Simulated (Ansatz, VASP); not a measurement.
# Cross-check of Mo10C (Mo(100)-(2x1)-C, hollow site) between VASP and Ansatz, part 2 of 3

Wanted: the spread between two codes on one cell, functional and k mesh. Of the first pair: The structure shown is the start of the Ansatz relaxation below; VASP solves that cell, so the two are compared at the walk's first step.

VASP 6.6.1 and Ansatz 0.2.0.

So far: The structure; Ansatz: relaxation, PBE.

## (3) VASP: single point, PBE, start cell, pair 1

Level of this step: PBE; plane waves and PAW (Mo_sv, C) (VASP).

The same cell, functional, mesh and smearing now go to VASP, with its own data sets.

Lines of VASP's logs that name or quote its potential files are left out, and so is its time.

The input, INCAR:

```
SYSTEM = Mo10C
PREC = Accurate
ENCUT = 520
EDIFF = 1E-06
NELM = 120
ISMEAR = -1
SIGMA = 0.1
LREAL = .FALSE.
ALGO = Normal
GGA = PE
NBANDS = 89
LASPH = .TRUE.
LORBIT = 11
LWAVE = .FALSE.
LCHARG = .FALSE.
ISIF = 2
LDIPOL = .TRUE.
IDIPOL = 3
DIPOL = 0.5 0.5 0.5
LVHAR = .TRUE.
GGA_COMPAT = .FALSE.
NELMDL = -8
KPAR = 2
```

The input, POSCAR:

```
Mo10C
1.0
    6.3000000000      0.0000000000      0.0000000000
    0.0000000000      3.1500000000      0.0000000000
    0.0000000000      0.0000000000     24.0350850291
Mo C
10 1
Direct
    0.0000000000      0.0000000000      0.3536496746
    0.5000000000      0.0000000000      0.3536496746
    0.2500000000      0.5000000000      0.4191788790
    0.7500000000      0.5000000000      0.4191788790
    0.0000000000      0.0000000000      0.4847080834
    0.5000000000      0.0000000000      0.4847080834
    0.2500000000      0.5000000000      0.5502372879
    0.7500000000      0.5000000000      0.5502372879
    0.0000000000      0.0000000000      0.6157664923
    0.5000000000      0.0000000000      0.6157664923
    0.2500000000      0.5000000000      0.6463503242
```

The input, KPOINTS:

```
Automatic mesh
0
Gamma
5 9 1
0 0 0
```

PAW data sets: Mo_sv and C (PBE family, release 64).

Started as:

```sh
> mpirun -np 2 vasp_std
```

Numbers of over 12 decimals in the logs are rounded to 6 here.

The program printed:

```text
[banner, memory and clock lines left out]
running    2 mpi-ranks, on    1 nodes
 distrk:  each k-point on    1 cores,    2 groups
 distr:  one band on    1 cores,    1 groups

 POSCAR found type information on POSCAR MoC
 POSCAR found :  2 types and      11 ions
 LDA part: xc-table for (Slater+PW92), standard interpolation
 POSCAR, INCAR and KPOINTS ok, starting setup
 FFT: planning ... GRIDC
 FFT: planning ... GRID_SOFT
 FFT: planning ... GRID
 WAVECAR not read
 entering main loop
       N       E                     dE             d eps       ncg     rms          rms(c)
DAV:   1     0.152753913197E+04    0.15275E+04   -0.90318E+04  3414   0.146E+03
DAV:   2    -0.596355809401E+02   -0.15872E+04   -0.15439E+04  3035   0.441E+02
DAV:   3    -0.120265306055E+03   -0.60630E+02   -0.58006E+02  3555   0.737E+01
DAV:   4    -0.122616703830E+03   -0.23514E+01   -0.22807E+01  3484   0.109E+01
DAV:   5    -0.122717284220E+03   -0.10058E+00   -0.99362E-01  3604   0.186E+00
DAV:   6    -0.122722021372E+03   -0.47372E-02   -0.46954E-02  3572   0.330E-01
DAV:   7    -0.122722345442E+03   -0.32407E-03   -0.32237E-03  3228   0.659E-02
DAV:   8    -0.122722367663E+03   -0.22221E-04   -0.22125E-04  3156   0.147E-02    0.431E+01
DAV:   9    -0.137307843764E+03   -0.14585E+02   -0.14330E+02  3532   0.396E+01    0.338E+01
DAV:  10    -0.235927875283E+03   -0.98620E+02   -0.10145E+03  3674   0.645E+01    0.578E+01
DAV:  11    -0.132770915458E+03    0.10316E+03   -0.23330E+02  3590   0.422E+01    0.321E+01
DAV:  12    -0.111846392487E+03    0.20925E+02   -0.13227E+02  3748   0.252E+01    0.994E+00
DAV:  13    -0.111574050977E+03    0.27234E+00   -0.22099E+01  3556   0.128E+01    0.822E+00
DAV:  14    -0.111291354383E+03    0.28270E+00   -0.39216E+00  3468   0.725E+00    0.703E+00
[...]
DAV:  31    -0.110827949630E+03   -0.32432E-04   -0.63299E-06  2732   0.857E-03    0.823E-03
DAV:  32    -0.110827962675E+03   -0.13045E-04   -0.26959E-06  2340   0.536E-03    0.517E-03
DAV:  33    -0.110827967920E+03   -0.52457E-05   -0.19024E-06  2180   0.407E-03    0.265E-03
DAV:  34    -0.110827976495E+03   -0.85750E-05   -0.98129E-07  1996   0.317E-03    0.311E-03
DAV:  35    -0.110827980949E+03   -0.44538E-05   -0.55104E-07  1788   0.234E-03    0.156E-03
DAV:  36    -0.110827986378E+03   -0.54292E-05   -0.39333E-07  1908   0.147E-03    0.143E-03
DAV:  37    -0.110827988225E+03   -0.18467E-05   -0.13992E-07  1676   0.104E-03    0.932E-04
DAV:  38    -0.110827988895E+03   -0.66974E-06   -0.60230E-08  1628   0.707E-04
   1 F= -.11082799E+03 E0= -.11066897E+03  d E =-.318036E+00
```

Parts of OUTCAR (step 3):

```text
ion  position               nearest neighbor table
   1  0.000  0.000  0.354-   3 2.73   4 2.73   3 2.73   4 2.73   5 3.15   2 3.15   2 3.15
   2  0.500  0.000  0.354-   3 2.73   4 2.73   3 2.73   4 2.73   6 3.15   1 3.15   1 3.15
   3  0.250  0.500  0.419-   1 2.73   2 2.73   5 2.73   6 2.73   1 2.73   2 2.73   5 2.73   6 2.73
                             4 3.15   4 3.15   7 3.15
   4  0.750  0.500  0.419-   1 2.73   2 2.73   5 2.73   6 2.73   1 2.73   2 2.73   5 2.73   6 2.73
                             3 3.15   3 3.15   8 3.15
   5  0.000  0.000  0.485-   3 2.73   4 2.73   3 2.73   4 2.73   7 2.73   8 2.73   7 2.73   8 2.73
                             1 3.15   6 3.15   6 3.15   9 3.15
   6  0.500  0.000  0.485-   3 2.73   4 2.73   3 2.73   4 2.73   7 2.73   8 2.73   7 2.73   8 2.73
                             2 3.15   5 3.15   5 3.15  10 3.15
   7  0.250  0.500  0.550-  11 2.31  10 2.73   9 2.73   9 2.73  10 2.73   5 2.73   6 2.73   6 2.73
                             5 2.73   8 3.15   8 3.15   3 3.15
   8  0.750  0.500  0.550-   9 2.73  10 2.73   9 2.73  10 2.73   5 2.73   6 2.73   5 2.73   6 2.73
                             7 3.15   7 3.15   4 3.15
   9  0.000  0.000  0.616-  11 2.35  11 2.35   7 2.73   7 2.73   8 2.73   8 2.73  10 3.15  10 3.15
                             5 3.15
  10  0.500  0.000  0.616-  11 2.35  11 2.35   7 2.73   7 2.73   8 2.73   8 2.73   9 3.15   9 3.15
                             6 3.15
  11  0.250  0.500  0.646-   7 2.31   9 2.35  10 2.35   9 2.35  10 2.35

  LATTYP: Found a simple orthorhombic cell.
 ALAT       =     3.1500000000
 B/A-ratio  =     2.0000000000
 C/A-ratio  =     7.6301857235

 Subroutine GETGRP returns: Found  4 space group operations
 (whereof  2 operations were pure point group operations)

The static configuration has the point symmetry C_1h.
 The point group associated with its full space group is C_2v.

 Found     15 irreducible k-points:

   k-points           NKPTS =     15   k-points in BZ     NKDIM =     15   number of bands    NBANDS=     89

   dimension x,y,z NGX =    48 NGY =   24 NGZ =  180
   dimension x,y,z NGXF=    96 NGYF=   48 NGZF=  360

   ENCUT  =  520.0 eV  38.22 Ry    6.18 a.u.  11.71  5.86 44.69*2*pi/ulx,y,z

   NELECT =     144.0000    total number of electrons

 k-points in reciprocal lattice and weights: Automatic mesh
   0.00000000  0.00000000  0.00000000       0.022
   0.20000000  0.00000000  0.00000000       0.044
   0.40000000  0.00000000  0.00000000       0.044
   0.00000000  0.11111111  0.00000000       0.044
   0.20000000  0.11111111  0.00000000       0.089
   0.40000000  0.11111111  0.00000000       0.089
   0.00000000  0.22222222  0.00000000       0.044
   0.20000000  0.22222222  0.00000000       0.089
   0.40000000  0.22222222  0.00000000       0.089
[...]
0.20000000  0.44444444  0.00000000       0.089
   0.40000000  0.44444444  0.00000000       0.089

 dipolmoment           0.000000      0.000000      0.083514 electrons x Angstroem

 average (electrostatic) potential at core
       1 -80.1174       2 -80.1174       3 -80.2785       4 -80.2737       5 -80.4261
       6 -80.4261       7 -80.3248       8 -80.2487       9 -80.5434      10 -80.5434
      11 -53.6198

 E-fermi :   1.4179

 k-point     1 :       0.0000    0.0000    0.0000
  band No.  band energies     occupation
    ...
     71       1.0155      1.96487
     72       1.2844      1.58355
     73       1.2889      1.56859
     74       1.3280      1.42182
     75       1.3494      1.32981
     76       1.5655      0.37228
     77       2.1629      0.00116
     78       2.3454      0.00019
     79       2.4103      0.00010
     80       2.4645      0.00006
    ...

 k-point     2 :       0.2000    0.0000    0.0000
  band No.  band energies     occupation
    ...
     69       0.7465      1.99758
     70       0.8520      1.99305
     71       1.0133      1.96564
     72       1.2426      1.70486
     73       1.3501      1.32657
     74       1.5451      0.43793
     75       1.7845      0.04993
     76       1.8443      0.02775
     77       1.8990      0.01615
     78       1.9169      0.01352
    ...

 k-point     3 :       0.4000    0.0000    0.0000
  band No.  band energies     occupation
    ...
     69       0.6117      1.99937
     70       0.6446      1.99912
     71       1.0329      1.95834
     72       1.2315      1.73156
     73       1.3678      1.24550
     74       1.7282      0.08604
     75       1.7669      0.05923
     76       1.8427      0.02821
     77       1.9321      0.01163
     78       2.0523      0.00351
    ...

  Total      -16.9285263    -14.3346771     -7.0722808      0.0000000      0.0000000      0.0000000
  in kB      -56.8634190    -48.1506030    -23.7559997      0.0000000      0.0000000      0.0000000
  external PRESSURE =     -42.9233405 kB  Pullay stress =       0.0000000 kB

  energy-cutoff  :      520.00
  volume of cell :      476.98
      direct lattice vectors                 reciprocal lattice vectors
     6.300000000  0.000000000  0.000000000     0.158730159  0.000000000  0.000000000
     0.000000000  3.150000000  0.000000000     0.000000000  0.317460317  0.000000000
     0.000000000  0.000000000 24.035085029     0.000000000  0.000000000  0.041605844

 POSITION                                       TOTAL-FORCE (eV/Angst)
 -----------------------------------------------------------------------------------
      0.00000      0.00000      8.50000        -0.016820      0.000000      1.278224
      3.15000      0.00000      8.50000         0.016820      0.000000      1.278224
      1.57500      1.57500     10.07500         0.000000      0.000000     -1.018557
      4.72500      1.57500     10.07500         0.000000      0.000000     -1.378556
      0.00000      0.00000     11.65000        -0.273455      0.000000     -0.034573
      3.15000      0.00000     11.65000         0.273455      0.000000     -0.034573
      1.57500      1.57500     13.22500         0.000000      0.000000      0.136892
      4.72500      1.57500     13.22500         0.000000      0.000000      0.228799
      0.00000      0.00000     14.80000         1.775170      0.000000      1.049659
      3.15000      0.00000     14.80000        -1.775170      0.000000      1.049659
      1.57500      1.57500     15.53509         0.000000      0.000000     -2.555195
 -----------------------------------------------------------------------------------
    total drift:                                0.000000      0.000000      0.000541

  FREE ENERGIE OF THE ION-ELECTRON SYSTEM (eV)
  ---------------------------------------------------
  free  energy   TOTEN  =      -110.8279888949 eV

  energy  without entropy=     -110.5099529577  energy(sigma->0) =     -110.66897093

 vacuum level on the upper side and lower side of the slab         6.153         5.391

 total charge
# of ion       s       p       d       tot
------------------------------------------
    1        2.340   6.070   3.901  12.310
    2        2.340   6.070   3.901  12.310
    3        2.384   6.194   3.900  12.479
    4        2.382   6.194   3.900  12.477
    5        2.377   6.204   3.901  12.482
    6        2.377   6.204   3.901  12.482
    7        2.369   6.220   3.928  12.517
    8        2.388   6.198   3.909  12.495
    9        2.318   6.140   3.813  12.271
   10        2.318   6.140   3.813  12.271
   11        0.901   1.292   0.000   2.193
--------------------------------------------------
tot         24.493  62.925  38.867 126.285

[... 3 further parts left out ...]
```

## (4) Comparison

Known differences besides the potentials themselves: the cutoff is 420 eV in Ansatz and 520 eV in VASP. Total energies have different zeros and are not compared.

Forces on 7 of the 11 atoms, those with the largest forces and the largest differences (eV/Å; atoms numbered as in POSCAR):

```csv
atom,"Ansatz x, y, z","VASP x, y, z"
Mo1,"-0.017, 0.000, 1.304","-0.017, 0.000, 1.278"
Mo2,"0.017, 0.000, 1.304","0.017, 0.000, 1.278"
Mo3,"0.000, 0.000, -1.011","0.000, 0.000, -1.019"
Mo4,"0.000, 0.000, -1.371","0.000, 0.000, -1.379"
Mo9,"1.789, 0.000, 1.027","1.775, 0.000, 1.050"
Mo10,"-1.789, 0.000, 1.027","-1.775, 0.000, 1.050"
C11,"0.000, 0.000, -2.577","0.000, 0.000, -2.555"
```

The forces differ by 10.0 meV/Å r.m.s., which is 1.2 % of the r.m.s. force of 0.806 eV/Å (both taken over all components). With vacuum in the cell, a pressure given here is an average over mostly empty space and none of the material.

## (5) Ansatz: relaxation, PBE

This run makes the geometry at which the two programs are then compared.

The structure compared here is the end of the Ansatz relaxation.

The input, input.yaml:

```yaml
crystal:
  lattice:
    - [6.3, 0.0, 0.0]
    - [0.0, 3.15, 0.0]
    - [0.0, 0.0, 24.0350850291]
  atoms:
    - { symbol: Mo, position: [0.0, 0.0, 0.3536496746] }
    - { symbol: Mo, position: [0.5, 0.0, 0.3536496746] }
    - { symbol: Mo, position: [0.25, 0.5, 0.419178879] }
    - { symbol: Mo, position: [0.75, 0.5, 0.419178879] }
    - { symbol: Mo, position: [0.0, 0.0, 0.4847080834] }
    - { symbol: Mo, position: [0.5, 0.0, 0.4847080834] }
    - { symbol: Mo, position: [0.25, 0.5, 0.5502372879] }
    - { symbol: Mo, position: [0.75, 0.5, 0.5502372879] }
    - { symbol: Mo, position: [0.0, 0.0, 0.6157664923] }
    - { symbol: Mo, position: [0.5, 0.0, 0.6157664923] }
    - { symbol: C, position: [0.25, 0.5, 0.6463503254] }
kpoints:
  mp_grid: { grid: [5, 9, 1] }
hamiltonian:
  xc: pbe
scf:
  occupations: { method: fermi_dirac, width: 0.1 }
  convergence: { dr2_threshold: 1.0e-08 }
efield:
  axis: 3
  dipole_correction: true
  ramp_position: 0.97
  ramp_width: 0.06
relax:
  f_tol: 0.015
  max_steps: 90
  constraints: [{ sites: [0, 1, 2, 3] }]
output:
  write_potential: true
  write_density: true
  volumetric_format: npy
```

Started as:

```sh
> ansatz run input.yaml --threads 4 --pin off --max-ram 6144MiB --backend cpu --events-out ev --progress --plain --runs-dir out
```

The program printed:

```text
[...]
Crystal: 11 atoms, lattice volume = 476.976 Å³
Basis set: ecut = 420 eV, 9331 PW (Γ), exchange–correlation on 90×48×324 points (8 copies of the dense FFT grid, shifted against one another)
Bands: 87, of which v1, the nominal top of the filled ones, is band 72 counted from 1 (71 counted from 0)
Symmetry: 4 space group operations
[...]
- { symbol: Mo, position: [-0.00623667, 0.0, 0.484755] }
    - { symbol: Mo, position: [0.506237, 0.0, 0.484755] }
    - { symbol: Mo, position: [0.250000, 0.500000, 0.545310] }
    - { symbol: Mo, position: [0.750000, 0.500000, 0.553033] }
    - { symbol: Mo, position: [0.020667, 0.0, 0.617085] }
    - { symbol: Mo, position: [0.479333, 0.0, 0.617085] }
    - { symbol: C, position: [0.250000, 0.500000, 0.634643] }
[key lines of the parts left out:]
SCF converged after 7 iterations
Free energy (F): -49804.021255 eV
Fermi energy:    4.417010 eV
Dipole field:    D = -0.012132 V/Å  (p = -0.031979 e·Å, saw-weighted, corrected)
Work function:   Φ+ = 4.2423 eV   Φ− = 3.9507 eV
```

## (6) VASP: single point, PBE, relaxed cell, pair 2

The same cell, functional, mesh and smearing now go to VASP, with its own data sets.

INCAR: that of step 3 with these lines changed.

```diff
@@ -18,3 +18,3 @@
 IDIPOL = 3
-DIPOL = 0.5 0.5 0.5
+DIPOL = 0.5 0.5 0.499
 LVHAR = .TRUE.
```

The input, POSCAR:

```
Mo10C
1.0
    6.3000000000      0.0000000000      0.0000000000
    0.0000000000      3.1500000000      0.0000000000
    0.0000000000      0.0000000000     24.0350850291
Mo C
10 1
Direct
    0.0000000000      0.0000000000      0.3536496746
    0.5000000000      0.0000000000      0.3536496746
    0.2500000000      0.5000000000      0.4191788790
    0.7500000000      0.5000000000      0.4191788790
    0.9937633334      0.0000000000      0.4847549125
    0.5062366666      0.0000000000      0.4847549125
    0.2500000000      0.5000000000      0.5453101831
    0.7500000000      0.5000000000      0.5530334880
    0.0206672051      0.0000000000      0.6170850306
    0.4793327949      0.0000000000      0.6170850306
    0.2500000000      0.5000000000      0.6346432288
```

KPOINTS is that of step 3.

Started as:

```sh
> mpirun -np 2 vasp_std
```

The program printed:

```text
[... set-up lines as in an earlier step ...]
 entering main loop
       N       E                     dE             d eps       ncg     rms          rms(c)
DAV:   1     0.153825430698E+04    0.15383E+04   -0.90322E+04  3406   0.146E+03
DAV:   2    -0.609634075403E+02   -0.15992E+04   -0.15554E+04  3044   0.442E+02
DAV:   3    -0.121882189270E+03   -0.60919E+02   -0.58226E+02  3564   0.746E+01
DAV:   4    -0.124300978913E+03   -0.24188E+01   -0.23473E+01  3476   0.110E+01
[...]
DAV:  35    -0.111508540629E+03   -0.52952E-05   -0.38077E-07  1980   0.134E-03    0.607E-04
DAV:  36    -0.111508542135E+03   -0.15064E-05   -0.93927E-08  1788   0.578E-04    0.376E-04
DAV:  37    -0.111508542480E+03   -0.34508E-06   -0.28789E-08  1652   0.338E-04
   1 F= -.11150854E+03 E0= -.11134128E+03  d E =-.334524E+00
```

From OUTCAR (step 6):

```text
  Total      -11.9012162    -12.6382735     -3.8840510      0.0000000      0.0000000      0.0000000
  in kB      -39.9765361    -42.4523332    -13.0466417      0.0000000      0.0000000      0.0000000
  external PRESSURE =     -31.8251703 kB  Pullay stress =       0.0000000 kB

 POSITION                                       TOTAL-FORCE (eV/Angst)
 -----------------------------------------------------------------------------------
      0.00000      0.00000      8.50000        -0.018571      0.000000      1.322195
      3.15000      0.00000      8.50000         0.018571      0.000000      1.322195
      1.57500      1.57500     10.07500         0.000000      0.000000     -1.287165
      4.72500      1.57500     10.07500         0.000000      0.000000     -1.427757
      6.26071      0.00000     11.65113        -0.002598      0.000000      0.001152
      3.18929      0.00000     11.65113         0.002598      0.000000      0.001152
      1.57500      1.57500     13.10658         0.000000      0.000000     -0.006503
      4.72500      1.57500     13.29221         0.000000      0.000000      0.006318
      0.13020      0.00000     14.83169        -0.022418      0.000000      0.022768
      3.01980      0.00000     14.83169         0.022418      0.000000      0.022768
      1.57500      1.57500     15.25370         0.000000      0.000000      0.022878
 -----------------------------------------------------------------------------------
    total drift:                                0.000000     -0.000000     -0.001445

  FREE ENERGIE OF THE ION-ELECTRON SYSTEM (eV)
  ---------------------------------------------------
  free  energy   TOTEN  =      -111.5085424804 eV

  energy  without entropy=     -111.1740179825  energy(sigma->0) =     -111.34128023

[... 2 parts as in an earlier step ...]

[... 1 further part left out ...]
[key lines of the parts left out:]
E-fermi :   1.5836
```

## (7) Side by side

The two programs side by side:

```csv
quantity,Ansatz,VASP,difference
"work function, lower of the two faces (eV)",3.95,3.95,0.00
"work function, higher of the two faces (eV)",4.24,4.24,0.00
```

Forces on 7 of the 11 atoms, those with the largest forces and the largest differences (eV/Å; atoms numbered as in POSCAR):

```csv
atom,"Ansatz x, y, z","VASP x, y, z"
Mo1,"-0.018, 0.000, 1.347","-0.019, 0.000, 1.322"
Mo2,"0.018, 0.000, 1.347","0.019, 0.000, 1.322"
Mo3,"0.000, 0.000, -1.281","0.000, 0.000, -1.287"
Mo4,"0.000, 0.000, -1.419","0.000, 0.000, -1.428"
Mo9,"0.000, 0.000, 0.000","-0.022, 0.000, 0.023"
Mo10,"0.000, 0.000, 0.000","0.022, 0.000, 0.023"
C11,"0.000, 0.000, 0.002","0.000, 0.000, 0.023"
```

The forces differ by 11 meV/Å r.m.s., which is 2.3 % of the r.m.s. force of 0.467 eV/Å (both taken over all components). With vacuum in the cell, a pressure given here is an average over mostly empty space and none of the material.

[end of part 2 of 3]

[Lines on the potential files, build, host, timing and source positions are cut from VASP's logs without a mark.]

[Logs are printed without paths, hosts, clocks, repeated set-up lines and the standing remarks that a program may print on its own settings, such as how far it seeks lower states.]

[Hosts, paths, dates, database ids (printed as entryN), source tags and the programs' standing remarks are cut or masked in the printed files.]
